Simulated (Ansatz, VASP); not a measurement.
# SbOs: VASP beside Ansatz

```
Os Sb
1.0
     0.00000    2.71362    2.71362
     2.65934    0.00000    2.71362
     2.65934    2.71362    0.00000
Os Sb
1 1
Direct
  0.50000 0.50000 0.50000
  0.00000 0.00000 0.00000
```

Change from the starting cell: strain e1 = -0.02, atoms carried along.

Alike in both runs: task single point; functional PBE; k mesh 12 × 12 × 12; occupations gaussian, width 0.05 eV; no spin polarisation.

|  | VASP | Ansatz |
| --- | --- | --- |
| version | VASP 6.6.1 | Ansatz 0.2.0 |
| potentials or method | VASP PAW PBE potentials, release 64 (Os, Sb) | scalar-relativistic, plane waves, PAW |
| plane-wave cutoff (eV) | 520 | 420 |
| valence electrons in the cell | 13 | 31 |

|  | VASP | Ansatz | Ansatz less VASP |
| --- | --- | --- | --- |
| gap on the k mesh at the Fermi level (eV) | none | none | - |
| pressure (GPa) | 3.1 | 3.2 | +0.13 |
| largest component of the traceless stress (GPa) | 3.87 | 3.89 | +0.018 |

A gap of «none» marks a metal or a gap that the smearing closes. The two sets of potentials don't hold the same shells in valence.

The runs have no spin-orbit coupling, so splittings on Os, Sb are missing.
